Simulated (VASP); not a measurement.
AlP (zinc blende):

```
AlP
1.0
    0.00000     2.73000     2.73000
    2.73000     0.00000     2.73000
    2.73000     2.73000     0.00000
Al P
1 1
Cartesian
  0.00000   0.00000   0.00000
  1.36500   1.36500   1.36500
```

The lowest empty band near X, direction across the valley's axis, from mBJ (TB09) with spin-orbit coupling in VASP (PAW); its two spin partners are averaged. The gap over the points computed is 2.39 eV, and the next band on that side lies 0.78 eV away at the edge.

Run with 400 eV cut-off, 9×9×9 Γ-centred mesh, Gaussian smearing of 0.050 eV, potentials Al P.

```
distance from the edge in k (1/Å)  distance in energy (meV)
---------------------------------  ------------------------
0.018                                                   4.4
0.025                                                   8.5
0.035                                                  16.8
0.050                                                  34.1
0.070                                                  66.7
```

**Question.** Fit E(1 + αE) = ħ²k²/2m* (ħ²/2m0 = 3.810 eV Å²) and predict the row at 0.095 1/Å.

**Answer.** The rows don't resolve α, so a parabola serves: the electron mass is m* = 0.280 m0, and so 122.9 meV. The run gave 121.8 meV, -1.1 meV from the fit.

Left out are points under 3 meV from the edge, since the levels carry 0.1 meV, and points farther than half the way to the next band.

The compound is AlP in the zinc blende structure. The cell was not relaxed at this level.
